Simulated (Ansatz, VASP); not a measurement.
# Cross-check of TiB2 between VASP and Ansatz, part 2 of 2

Wanted: the spread between two codes on one cell, functional and k mesh. The cell is taken from a series of runs on this material, whose earlier steps may have relaxed, scaled, displaced or heated it; both programs get it as it stands.

VASP 6.6.1 and Ansatz 0.2.0.

So far: The structure; VASP: zone-centre phonons, PBEsol.

**3. Ansatz: zone-centre phonons, PBEsol**

Level of this step: Ansatz beside VASP: Kohn-Sham DFT, plane waves, PBEsol (Ansatz).

Ansatz runs on its PAW soft_1 files.

The same cell, functional, mesh and smearing now go to Ansatz, which takes its cutoff from its data sets.

input.yaml reads:

```yaml
crystal:
  lattice:
    - [3.0086699291, 0.0, 0.0]
    - [-1.5043349646, 2.6055845902, 0.0]
    - [0.0, 0.0, 3.170787619]
  atoms:
    - { symbol: B, position: [0.3333333333, 0.6666666667, 0.5] }
    - { symbol: B, position: [0.6666666667, 0.3333333333, 0.5] }
    - { symbol: Ti, position: [0.0, 0.0, 0.0] }
kpoints:
  mp_grid: { grid: [15, 15, 16] }
hamiltonian:
  xc: pbesol
  pseudopotentials: { kind: paw, azcp: { folder: soft_1 }, xc_functional: pbe }
scf:
  occupations: { method: methfessel_paxton, width: 0.2 }
output:
  eigenvalues: true
phonons:
  method: dfpt
```

Launch:

```
$ ansatz run input.yaml --threads 4 --pin off --max-ram 10240MiB --backend cpu --events-out ev --progress --plain --runs-dir out
```

Numbers of over 12 decimals in the logs are rounded to 6 here.

The log of the run:

```text
zone centre: on kpoints.mp_grid the ground state, and the responses unless they are solved on pairs of k-points, stand on 576 of the mesh's 3600 k-points, reduced under 4 symmetry operations, with k and −k counted as one. Each operation leaves every solved displacement unchanged or reverses it
Engine: ansatz 0.2.0, x86_64-unknown-linux-gnu
Pseudopotentials: kind: paw
Pseudopotential: B, paw, valence charge 3, recommended cutoff 420 eV (normal), soft_1/B.paw.azcp
Pseudopotential: Ti, paw, valence charge 12, recommended cutoff 420 eV (normal), soft_1/Ti.paw.azcp
Functional definition: PBEsol
  exchange = pbesol_x
  correlation = pbesol_c
Crystal: 3 atoms, lattice volume = 24.857 Å³
Basis set: ecut = 420 eV, 467 PW (Γ), exchange–correlation on 48×48×48 points (8 copies of the dense FFT grid, shifted against one another)
Bands: 13, of which v1, the nominal top of the filled ones, is band 9 counted from 1 (8 counted from 0)
Symmetry: 24 space group operations
k-points: 576 of 3600 (irreducible under 4 space group operations, time reversal used)
Non-local potential: B, projectors of the file, l = 0: 2, l = 1: 2, l = 2: 1
Non-local potential: Ti, projectors of the file, l = 0: 3, l = 1: 2, l = 2: 3, l = 3: 1
PAW form: soft (Blöchl's): semilocal exchange-correlation on the pseudo side does not see the compensation charge
PAW frozen core: B, regenerated for the run's functional, and the local potential with it (the file was generated under x = pbe(κ = 0.804, μ = 0.219515), c = pbe(β = 0.066725))
PAW frozen core: Ti, regenerated for the run's functional, and the local potential with it (the file was generated under x = pbe(κ = 0.804, μ = 0.219515), c = pbe(β = 0.066725))
PAW one-centre angular grid: B, 110 points (default); XC on 64 Gauss nodes
PAW one-centre angular grid: Ti, 590 points (default); XC on 64 Gauss nodes
Initial density: superposition of atomic densities (chi_scale 0.1, normalization cell, long waves kept (reshape's long-wave potential 0.00 eV rms))
Initial wavefunctions: pseudopotential atomic-orbital guess
Functional: x = pbesol(κ = 0.804, μ = 0.123457), c = pbesol(β = 0.046)
SCF iter   1: F=—  HF=-2783.801521 eV  |F-HF|=—  |Δ(HF+E_count)|=         —  Δρ=1.09e-1  dr2=4.58e0  ethr=3.10e-3  ⟨swp⟩=4.4  Hψ=35541  notcnv=0
preconditioner: auto → none  [metal: Δε(μ)=0.019 eV  Ē_g=9.660 eV  σ=0.200 eV  W_gap=0.08  n_scr=8 (ndim 8)  ℏωp=23.6 eV  f_vac=0.000  D(μ)=0.39/eV (n_scr^D=0)  sad-step TF]
SCF iter   2: F=—  HF=-2783.180355 eV  |F-HF|=—  |Δ(HF+E_count)|=   6.21e-1  S|Δr|=    0.00e0  Δρ=7.24e-2  dr2=2.19e0  ethr=3.10e-3  ⟨swp⟩=2.0  Hψ=14310  notcnv=0
SCF iter   3: F=—  HF=-2782.628949 eV  |F-HF|=—  |Δ(HF+E_count)|=   5.51e-1  S|Δr|=    0.00e0  Δρ=8.75e-3  dr2=2.24e-2  ethr=3.10e-3  ⟨swp⟩=3.1  Hψ=14688  notcnv=0
SCF iter   4: F=—  HF=-2782.626924 eV  |F-HF|=—  |Δ(HF+E_count)|=   2.03e-3  S|Δr|=    0.00e0  Δρ=1.03e-3  dr2=2.20e-4  ethr=1.25e-4  ⟨swp⟩=1.8  Hψ=13180  notcnv=0
SCF iter   5: F=—  HF=-2782.626970 eV  |F-HF|=—  |Δ(HF+E_count)|=   4.62e-5  S|Δr|=    0.00e0  Δρ=3.01e-4  dr2=3.47e-5  ethr=1.22e-6  ⟨swp⟩=2.0  Hψ=10395  notcnv=0
SCF iter   6: F=—  HF=-2782.626964 eV  |F-HF|=—  |Δ(HF+E_count)|=   5.93e-6  S|Δr|=    0.00e0  Δρ=7.96e-5  dr2=1.93e-6  ethr=1.93e-7  ⟨swp⟩=2.4  Hψ=10975  notcnv=0
SCF iter   7: F=—  HF=-2782.626964 eV  |F-HF|=—  |Δ(HF+E_count)|=   7.65e-7  S|Δr|=    0.00e0  Δρ=5.08e-6  dr2=5.73e-9  ethr=1.07e-8  ⟨swp⟩=2.7  Hψ=11333  notcnv=0
SCF iter   8: F=—  HF=-2782.626964 eV  |F-HF|=—  |Δ(HF+E_count)|=   2.90e-9  S|Δr|=    0.00e0  Δρ=6.90e-7  dr2=1.02e-10  ethr=3.18e-11  ⟨swp⟩=2.2  Hψ=10991  notcnv=0
SCF iter   9: F=-2782.626964 eV  HF=-2782.626964 eV  |F-HF|=7.28e-12  |Δ(HF+E_count)|=  3.91e-11  S|Δr|=    0.00e0  Δρ=1.67e-7  dr2=8.47e-12  ethr=1.00e-12  ⟨swp⟩=5.1  Hψ=27980  notcnv=0
the search or the solves at the SCF's close seem to have found levels that the self-consistency loop had missed (the run counts 2). By its estimate they hold under 1e-12 electrons; where the run keeps them, the occupations were computed again with them
SCF 1 converged in 9 iterations: F = -2782.626964 eV  dr2 = 8.47e-12
  greatest PAW one-centre occupation: 0.998 electrons in one spin orbital (limit 2), on the Ti atom at site 2 (counted from 0), in its partial waves of l = 0
DFPT response loops at Γ: preconditioner auto → Kerker (q_TF=auto, 2.585 Å⁻¹) (partly filled bands, converged f_vac=0.000); β = 1.00, the filter's whole step (`scf.mixing.beta` (0.50) is not read by the response loops under this deck's `scf.mixing.preconditioner`; to damp them name `kerker` or `kerker_dos`, under which they read `scf.mixing.beta`, and type it under 1.00, their step now; both keys bind the ground state too); Broyden in place of MSR1
SCF converged after 9 iterations
Stability not checked: this state was not tested for a lower state beside it, because cold or Methfessel-Paxton smearing, or corrected tetrahedra, fill the levels in a way that the test cannot read (fill_not_monotonic; see scf.lower_state_search)
Free energy (F): -2782.626964 eV
Harris-Foulkes:  -2782.626964 eV  (|F-HF|=7.28e-12)
Internal energy: -2782.626998 eV  (E = F + TS)
E sigma→0 (E₀):  -2782.626972 eV
Entropy (-TS):   0.000034 eV (0.011 meV/atom)
Fermi energy:    15.553397 eV
--- Per-component energies (eV) ---
  E_band       = -85.933864
  E_kinetic    = 385.533198
  E_local      = -822.951916  (includes V_loc(G=0)·N_el)
  E_nonlocal   = 77.296763
  E_hartree    = 339.750397
  E_xc         = -184.126890
  E_vxc        = -226.854012  (∫ρ·V_xc dr)
  E_paw        = -1167.324287  (= ΣΔE_a)
  E_vpaw       = -178.458712  (= ΣTr[D̂ρ^β])
  E_aug_tail   = -0.000078  (compensation charges beyond the density's cutoff)
  E_ewald      = -1410.972991
  E_core_change = 0.168806  (= ΣΔE_core)
  E_smearing   = 0.000034  (= −TS)
  E_closure    = -0.000000  (closes the sum)
  Σ components = -2782.626964   (vs F -2782.626964, Δ=0.00e0)
--- Band table (eV; the first three rows and the last of 576) ---
  k-point 0: bands = [... 5 lower, 12.7788, 12.7788, 13.3235, 13.3366, 17.5284, 17.5284, 19.4296, 19.4296]
  k-point 1: bands = [... 5 lower, 12.5250, 12.8222, 12.8222, 14.0807, 17.3712, 17.3712, 19.3309, 19.3309]
  k-point 2: bands = [... 5 lower, 11.6792, 12.9521, 12.9521, 14.7753, 16.9935, 16.9935, 19.0473, 19.0473]
  k-point 575: bands = [... 5 lower, 8.6410, 10.3543, 11.0759, 12.8278, 18.0739, 18.5855, 19.3688, 20.3240]
--- Phonons (Γ-DFPT): 4 representative perturbations + reference, on 576 of 3600 k-points (Σ response iterations 12) ---
  k mesh reduced under 4 symmetry operations, with k and −k counted as one. Each operation leaves every solved displacement unchanged or reverses it
  ASR residual: 7.772e-5 → 0.000e0 eV/Å²; symmetrization residual: 9.460e-7 eV/Å²
  ASR residual per site (eV/Å²): 5.00e-6 5.00e-6 7.77e-5
  Γ frequencies (cm⁻¹): 0.00 0.00 0.00 535.47 535.47 539.41 566.63 912.09 912.09
  non-analytic LO–TO correction: not included (Born effective charges unavailable; polar crystals: no LO–TO splitting at Γ)
```

**4. Side by side**

Known differences besides the potentials themselves: the cutoff is 420 eV in Ansatz and 500 eV in VASP; Ansatz makes its cores anew for this functional, VASP keeps those of its PBE data sets. Total energies have different zeros and are not compared.

Both answers:

```csv
quantity,Ansatz,VASP,difference
optical mode 1 to 2 (cm⁻¹),535.5,535.5,-0.01 %
optical mode 3 (cm⁻¹),539.4,540.4,-0.17 %
optical mode 4 (cm⁻¹),566.6,566.8,-0.03 %
optical mode 5 to 6 (cm⁻¹),912.1,915.9,-0.42 %
```

Modes are paired by rising frequency, not by their patterns, so a pair may set unlike modes beside each other; they are those without the splitting of longitudinal modes.

**5. Outcome**

| Quantity | Value |
| --- | --- |
| r.m.s. difference of the optical zone-centre modes, each program's sorted by frequency (zone-centre phonons, PBEsol) | 2.2 cm⁻¹ |

**Reading.** The r.m.s. difference of the optical zone-centre modes, each program's sorted by frequency is 2.2 cm⁻¹ (zone-centre phonons, PBEsol). Such differences can come from data sets, numerical settings and the points named under the comparisons, not from the functional's error against experiment.

[Lines on the potential files, build, host, timing and source positions are cut from VASP's logs without a mark.]

[Logs are printed without paths, hosts, clocks, repeated set-up lines and the standing remarks that a program may print on its own settings, such as how far it seeks lower states.]

[Hosts, paths, dates, database ids (printed as entryN), source tags and the programs' standing remarks are cut or masked in the printed files.]
